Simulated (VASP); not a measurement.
# YCu2S2 (P-3m1) in VASP: reference runs

Aim: a first look at YCu2S2 with PBE, on the cell as given and on a disturbed one.

All numbers are computed with VASP 6.6.1; they aren't measurements. Logs are shortened: lines on timing, memory, paths and dates and some standing lists are left out, and cuts for length are marked.

### Step 1. Starting point

It takes space group P-3m1 (No. 164, trigonal). Conventional cell: a = 3.927 Å, b = 3.927 Å, c = 6.414 Å, α = 90.00°, β = 90.00°, γ = 120.00°. Around Y (site symmetry -3m) lie 6 S at 2.84 Å and 6 Cu at 3.15 Å. Cu (site symmetry 3m) has 4 S at 2.32 to 2.51 Å as nearest neighbours. Around S (site symmetry 3m) lie 4 Cu at 2.32 to 2.51 Å.

The cell comes from a database or a generator and needn't be the stable form of this composition.

### Step 2. Single point, PBE

INCAR

```
SYSTEM = YCu2S2
  ALGO = Normal
  EDIFF = 1E-7
  ENCUT = 520
  GGA = PE
  ISIF = 2
  ISMEAR = -1
  LASPH = .TRUE.
  LCHARG = .FALSE.
  LREAL = .FALSE.
  LWAVE = .FALSE.
  NBANDS = 30
  NELM = 80
  PREC = Accurate
  SIGMA = 0.05
```

KPOINTS

```
k-points
0
G
  8 8 4
  0 0 0
```

POSCAR

```
YCu2S2
1.0
    3.9274043162      0.0000000000      0.0000000000
   -1.9637021581      3.4012319087      0.0000000000
    0.0000000000      0.0000000000      6.4141120000
Y Cu S
1 2 2
Direct
    0.0000000000      0.0000000000      0.0000000000
    0.3333333333      0.6666666667      0.3416390000
    0.6666666667      0.3333333333      0.6583610000
    0.3333333333      0.6666666667      0.7326060000
    0.6666666667      0.3333333333      0.2673940000
```

Potentials or basis: VASP PAW PBE potentials, release 64 (Y_sv, Cu, S).

On the command line:

```bash
$ cat potpaw_PBE.64/Y_sv/POTCAR potpaw_PBE.64/Cu/POTCAR potpaw_PBE.64/S/POTCAR > POTCAR
$ mpirun -np 1 vasp_std > vasp.out
```

OUTCAR:

```text
SYSTEM = YCu2S2
   EDIFF = 1E-7
   ENCUT = 520
   GGA = PE
   ISIF = 2
   ISMEAR = -1
   LASPH = .TRUE.
   LREAL = .FALSE.
   NELM = 80
   PREC = Accurate

 ion  position               nearest neighbor table
   1  0.000  0.000  0.000-   4 2.84   5 2.84   4 2.84   5 2.84   5 2.84   4 2.84   2 3.15   3 3.15
                             2 3.15   3 3.15   2 3.15   3 3.15
   2  0.333  0.667  0.342-   5 2.32   5 2.32   5 2.32   4 2.51   1 3.15   1 3.15   1 3.15
   3  0.667  0.333  0.658-   4 2.32   4 2.32   4 2.32   5 2.51   1 3.15   1 3.15   1 3.15
   4  0.333  0.667  0.733-   3 2.32   3 2.32   3 2.32   2 2.51   1 2.84   1 2.84   1 2.84
   5  0.667  0.333  0.267-   2 2.32   2 2.32   2 2.32   3 2.51   1 2.84   1 2.84   1 2.84

  LATTYP: Found a hexagonal cell.
 ALAT       =     3.9274043162
 C/A-ratio  =     1.6331682413

  Lattice vectors:

 A1 = (   3.9274043162,   0.0000000000,   0.0000000000)
 A2 = (  -1.9637021581,   3.4012319087,   0.0000000000)
 A3 = (   0.0000000000,   0.0000000000,   6.4141120000)

Analysis of symmetry for initial positions (statically):
=====================================================================
 Subroutine PRICEL returns:
 Original cell was already a primitive cell.

 Routine SETGRP: Setting up the symmetry group for a
 hexagonal supercell.

 Subroutine GETGRP returns: Found 12 space group operations
 (whereof 12 operations were pure point group operations)
 out of a pool of 24 trial point group operations.

The static configuration has the point symmetry D_3d.

Analysis of symmetry for dynamics (positions and initial velocities):
=====================================================================
 Subroutine PRICEL returns:
 Original cell was already a primitive cell.

 Routine SETGRP: Setting up the symmetry group for a
 hexagonal supercell.

 Subroutine GETGRP returns: Found 12 space group operations
 (whereof 12 operations were pure point group operations)
 out of a pool of 24 trial point group operations.

The dynamic configuration has the point symmetry D_3d.

 Subroutine INISYM returns: Found 12 space group operations
 (whereof 12 operations are pure point group operations),
 and found     1 'primitive' translations

----------------------------------------------------------------------------------------

                                     Primitive cell
[... 96 lines left out ...]
   NELM   =     80;   NELMIN=  2; NELMDL= -5     # of ELM steps
   EDIFF  = 0.1E-06   stopping-criterion for ELM
   LREAL  =      F    real-space projection
   EDIFFG = 0.1E-05   stopping-criterion for IOM
   NSW    =      0    number of steps for IOM
   IBRION =     -1    ionic relax: 0-MD 1-quasi-New 2-CG
   NFREE  =      0    steps in history (QN), initial steepest desc. (CG)
   ISIF   =      2    stress and relaxation
   ISYM   =      2    0-nonsym 1-usesym 2-fastsym
   POTIM  = 0.5000    time-step for ionic-motion
   TEBEG  =    0.0;   TEEND  =   0.0 temperature during run
   PSTRESS=    0.0 pullay stress
   NELECT =      45.0000    total number of electrons
   NUPDOWN=      -1.0000    fix difference up-down
   EMIN   =  10.00;   EMAX   =-10.00  energy-range for DOS
   EFERMI =   0.00;   METHOD = LEGACY
   ISMEAR =    -1;   SIGMA  =   0.05  broadening in eV -4-tet -1-fermi 0-gaus
   EFERMI_NEDOS =   21; number of points for ismear=-14 and -15
   IALGO  =     38    algorithm
   IMIX   =      4    mixing-type and parameters
     AMIX     =   0.40;   BMIX     =  1.00
     AMIX_MAG =   1.60;   BMIX_MAG =  1.00
  volume/ion in A,a.u.               =      17.14       115.64
  Fermi-wavevector in a.u.,A,eV,Ry     =   1.320848  2.496041 23.737264  1.744640
  Thomas-Fermi vector in A             =   2.450645
   LORBIT       =      0    0 simple, 1 ext, 2 COOP (PROOUT), +10 PAW based schemes
   GGA     = PE    functional components
   LHFCALC =     F    Hartree Fock is set to
   AEXX    =    0.0000 exact exchange contribution
   IVDW    =     0    specifies the selected vdW correction
   LEPSILON=     F    determine dielectric tensor
   LRPA    =     F    only Hartree local field effects (RPA)
 non-spin polarized calculation
  energy-cutoff  :      520.00
  volume of cell :       85.68
 maximum number of plane-waves:      2340
 NGX is ok and might be reduce to    30
   NGX = 15   NGY = 15   NGZ = 23

 number of electron      44.9999980 magnetization

 Free energy of the ion-electron system (eV)
  ---------------------------------------------------
  ext. energy  EPLUGINS =         0.00000000
  ---------------------------------------------------
  free energy    TOTEN  =       -26.22237555 eV

  energy without entropy =      -26.20352269  energy(sigma->0) =      -26.21294912

 E-fermi :   7.4659     XC(G=0): -10.8581

 val. band max:        7.4529810613   @ k =   0.1250   0.0000   0.5000
 cond. band min:       7.5059785196   @ k =   0.1250   0.0000   0.0000
 fundamental gap:      0.0529974583
 Fermi energy:         7.4658843069

 k-point     1 :       0.0000    0.0000    0.0000
  band No.  band energies     occupation
      1     -36.2142      2.00000
      2     -16.3535      2.00000
      3     -16.1611      2.00000
      4     -16.1611      2.00000
      5      -8.3372      2.00000
      6      -7.3032      2.00000
[... 781 lines left out ...]
     29      11.6854      0.00000
     30      11.9908      0.00000

 [... further k-points ...]

------------------------ aborting loop because EDIFF is reached ----------------------------------------

  FORCE on cell =-STRESS in cart. coord.  units (eV):
  Direction    XX          YY          ZZ          XY          YZ          ZX
  --------------------------------------------------------------------------------------
  -------------------------------------------------------------------------------------
  Total        0.1922208      0.1922208      0.2043892      0.0000000      0.0000000      0.0000000
  in kB        3.5944501      3.5944501      3.8219951      0.0000000      0.0000000      0.0000000
  external PRESSURE =       3.6702985 kB  Pullay stress =       0.0000000 kB

 VOLUME and BASIS-vectors are now :
 -----------------------------------------------------------------------------
  energy-cutoff  :      520.00
  volume of cell :       85.68
      direct lattice vectors                 reciprocal lattice vectors
     3.927404316  0.000000000  0.000000000     0.254621098  0.147005560  0.000000000
    -1.963702158  3.401231909  0.000000000     0.000000000  0.294011119  0.000000000
     0.000000000  0.000000000  6.414112000     0.000000000  0.000000000  0.155906227

 POSITION                                       TOTAL-FORCE (eV/Angst)
 -----------------------------------------------------------------------------------
      0.00000      0.00000      0.00000         0.000000     -0.000000      0.000000
     -0.00000      2.26749      2.19131        -0.000000      0.000000     -0.068250
      1.96370      1.13374      4.22280        -0.000000     -0.000000      0.068250
     -0.00000      2.26749      4.69902         0.000000      0.000000      0.039124
      1.96370      1.13374      1.71510         0.000000     -0.000000     -0.039124
 -----------------------------------------------------------------------------------
    total drift:                                0.000000      0.000000      0.000000

  FREE ENERGIE OF THE ION-ELECTRON SYSTEM (eV)
  ---------------------------------------------------
  free  energy   TOTEN  =       -26.2223755503 eV

  energy  without entropy=      -26.2035226906  energy(sigma->0) =      -26.21294912
```

OSZICAR:

```text
N       E                     dE             d eps       ncg     rms          rms(c)
DAV:   1     0.379073766816E+03    0.37907E+03   -0.20176E+04  2100   0.184E+03
DAV:   2     0.128362293089E+02   -0.36624E+03   -0.35156E+03  2154   0.405E+02
DAV:   3    -0.262773528841E+02   -0.39114E+02   -0.37515E+02  2826   0.141E+02
DAV:   4    -0.288579997722E+02   -0.25806E+01   -0.25355E+01  3634   0.324E+01
DAV:   5    -0.289399475493E+02   -0.81948E-01   -0.81808E-01  3014   0.469E+00    0.310E+01
DAV:   6    -0.290801778061E+02   -0.14023E+00   -0.44924E+01  2950   0.127E+02    0.181E+01
DAV:   7    -0.261370846795E+02    0.29431E+01   -0.18294E+01  2746   0.111E+02    0.126E+01
DAV:   8    -0.264967785660E+02   -0.35969E+00   -0.30327E+00  3386   0.137E+01    0.591E+00
DAV:   9    -0.262148043048E+02    0.28197E+00   -0.13967E+00  3086   0.238E+01    0.174E+00
DAV:  10    -0.262319708437E+02   -0.17167E-01   -0.14894E-01  3338   0.688E+00    0.851E-01
DAV:  11    -0.262222857365E+02    0.96851E-02   -0.74596E-02  3098   0.557E+00    0.226E-01
DAV:  12    -0.262223589404E+02   -0.73204E-04   -0.85571E-03  3354   0.152E+00    0.151E-01
DAV:  13    -0.262224091786E+02   -0.50238E-04   -0.10441E-03  3364   0.436E-01    0.749E-02
DAV:  14    -0.262223813504E+02    0.27828E-04   -0.39006E-04  3218   0.431E-01    0.259E-02
DAV:  15    -0.262223755206E+02    0.58298E-05   -0.53741E-05  3408   0.178E-01    0.247E-02
DAV:  16    -0.262223757216E+02   -0.20093E-06   -0.65246E-06  3400   0.360E-02    0.342E-03
DAV:  17    -0.262223755189E+02    0.20270E-06   -0.13454E-06  3344   0.694E-03    0.207E-03
DAV:  18    -0.262223755503E+02   -0.31446E-07   -0.11990E-07  1782   0.344E-03
   1 F= -.26222376E+02 E0= -.26212949E+02  d E =-.188529E-01
```

Wall time 2.6 min (1 thread of Intel Xeon Platinum 8488C (Sapphire Rapids), shared host); peak memory 0.26 GiB.

Results:

| Quantity | Value |
| --- | --- |
| Free energy | -26.2224 eV |
| Pressure | 0.4 GPa |
| Largest force | 0.068 eV/Å |
| Band gap on the k mesh | none (metal or under the smearing width) |

Forces on the atoms (eV/Å):
```
Y    0.000  0.000  0.000
Cu   0.000  0.000 -0.068
Cu   0.000  0.000  0.068
S    0.000  0.000  0.039
S    0.000  0.000 -0.039
```

Caveat: the run has no spin polarisation, though such a crystal can be magnetic. With open d or f shells a metallic result of PBE can be an artefact of self-interaction; +U or a hybrid may open a gap.

### Step 3. Single point, PBE (atoms moved at random, drawn with an rms of 0.05 Å)

INCAR

```
SYSTEM = YCu2S2
PREC = Accurate ; ENCUT = 520
EDIFF = 1E-7 ; ISMEAR = -1
SIGMA = 0.05 ; LREAL = .FALSE.
LASPH = .TRUE. ; NELM = 80
ALGO = Normal ; ISIF = 2
LWAVE = .FALSE. ; LCHARG = .TRUE.
GGA = PE ; LELF = .TRUE.
LVHAR = .TRUE. ; NBANDS = 30
```

KPOINTS

```
regular mesh
0
G
  8 8 4
  0 0 0
```

POSCAR

```
YCu2S2
1.0
    3.9274043162      0.0000000000      0.0000000000
   -1.9637021581      3.4012319087      0.0000000000
    0.0000000000      0.0000000000      6.4141120000
Y Cu S
1 2 2
Direct
   -0.0126260000     -0.0064330000      0.0019530000
    0.3285810000      0.6641520000      0.3371090000
    0.6767740000      0.3365920000      0.6638030000
    0.3331450000      0.6618850000      0.7338420000
    0.6761830000      0.3355740000      0.2696690000
```

Potentials or basis: VASP PAW PBE potentials, release 64 (Y_sv, Cu, S).

On the command line:

```bash
$ cat potpaw_PBE.64/Y_sv/POTCAR potpaw_PBE.64/Cu/POTCAR potpaw_PBE.64/S/POTCAR > POTCAR
$ mpirun -np 1 vasp_std > vasp.out
```

OUTCAR:

```text
SYSTEM = YCu2S2
   PREC = Accurate
   ENCUT = 520
   EDIFF = 1E-7
   ISMEAR = -1
   LREAL = .FALSE.
   LASPH = .TRUE.
   NELM = 80
   ISIF = 2
   GGA = PE

 ion  position               nearest neighbor table
   1  0.987  0.994  0.002-   5 2.81   4 2.81   5 2.82   4 2.85   4 2.88   5 2.90   2 3.11   3 3.11
                             3 3.11   2 3.13   2 3.13   3 3.19
   2  0.329  0.664  0.337-   5 2.26   5 2.32   5 2.34   4 2.54   1 3.11   1 3.13   1 3.13
[... 1001 lines left out ...]
  -------------------------------------------------------------------------------------
  Total        0.5747992      0.1678196      0.2983652      0.3165865      0.0430167      0.1264191
  in kB       10.7485113      3.1381586      5.5793083      5.9200398      0.8043953      2.3639868
  external PRESSURE =       6.4886594 kB  Pullay stress =       0.0000000 kB

 VOLUME and BASIS-vectors are now :
 -----------------------------------------------------------------------------
  energy-cutoff  :      520.00
  volume of cell :       85.68
      direct lattice vectors                 reciprocal lattice vectors
     3.927404316  0.000000000  0.000000000     0.254621098  0.147005560  0.000000000
    -1.963702158  3.401231909  0.000000000     0.000000000  0.294011119  0.000000000
     0.000000000  0.000000000  6.414112000     0.000000000  0.000000000  0.155906227

 POSITION                                       TOTAL-FORCE (eV/Angst)
 -----------------------------------------------------------------------------------
      1.92675      3.37935      0.01253         0.296207      0.095352     -0.037218
     -0.01373      2.25893      2.16225         0.174260      0.077490     -0.005736
      1.99700      1.14483      4.25771        -0.136838     -0.112023      0.029403
      0.00865      2.25122      4.70694         0.029484      0.099708      0.022844
      1.99668      1.14136      1.72969        -0.363113     -0.160527     -0.009294
 -----------------------------------------------------------------------------------
    total drift:                               -0.000321     -0.000312      0.000785

  FREE ENERGIE OF THE ION-ELECTRON SYSTEM (eV)
  ---------------------------------------------------
  free  energy   TOTEN  =       -26.2069745882 eV

  energy  without entropy=      -26.1884795687  energy(sigma->0) =      -26.19772708
```

OSZICAR:

```text
N       E                     dE             d eps       ncg     rms          rms(c)
DAV:   1     0.382351503727E+03    0.38235E+03   -0.20163E+04  7920   0.184E+03
DAV:   2     0.136495495078E+02   -0.36870E+03   -0.35455E+03  8040   0.408E+02
DAV:   3    -0.261181277882E+02   -0.39768E+02   -0.38082E+02 10460   0.141E+02
DAV:   4    -0.288682439638E+02   -0.27501E+01   -0.27115E+01 13760   0.333E+01
DAV:   5    -0.289513349889E+02   -0.83091E-01   -0.82957E-01 11538   0.478E+00    0.314E+01
DAV:   6    -0.290915563964E+02   -0.14022E+00   -0.45391E+01 11156   0.128E+02    0.182E+01
DAV:   7    -0.261236762586E+02    0.29679E+01   -0.18575E+01 10418   0.112E+02    0.127E+01
DAV:   8    -0.264772608126E+02   -0.35358E+00   -0.30354E+00 12736   0.132E+01    0.598E+00
DAV:   9    -0.261992113350E+02    0.27805E+00   -0.13188E+00 11694   0.233E+01    0.178E+00
DAV:  10    -0.262160388731E+02   -0.16828E-01   -0.13685E-01 12642   0.626E+00    0.848E-01
DAV:  11    -0.262068440694E+02    0.91948E-02   -0.69597E-02 11802   0.538E+00    0.227E-01
DAV:  12    -0.262069792440E+02   -0.13517E-03   -0.79345E-03 12680   0.160E+00    0.153E-01
DAV:  13    -0.262069833281E+02   -0.40841E-05   -0.83055E-04 13088   0.891E-01    0.689E-02
DAV:  14    -0.262069793127E+02    0.40154E-05   -0.24815E-04 12688   0.532E-01    0.445E-02
DAV:  15    -0.262069744721E+02    0.48406E-05   -0.60070E-05 12368   0.148E-01    0.138E-02
DAV:  16    -0.262069746232E+02   -0.15107E-06   -0.70417E-06 13688   0.609E-02    0.124E-02
DAV:  17    -0.262069745882E+02    0.34994E-07   -0.97987E-07 12420   0.157E-02
   1 F= -.26206975E+02 E0= -.26197727E+02  d E =-.184950E-01
```

Wall time 8.3 min (1 thread of Intel Xeon Platinum 8488C (Sapphire Rapids), shared host); peak memory 0.45 GiB.

What came out:

```
Free energy            : -26.2070 eV
Pressure               : 0.6 GPa
Largest force          : 0.397 eV/Å
Band gap on the k mesh : none (metal or under the smearing width)
```

Forces in eV/Å, atoms in the order of the input:
```
Y    0.296  0.095 -0.037
Cu   0.174  0.077 -0.006
Cu  -0.137 -0.112  0.029
S    0.029  0.100  0.023
S   -0.363 -0.161 -0.009
```

Caveat: the run has no spin polarisation, though such a crystal can be magnetic.
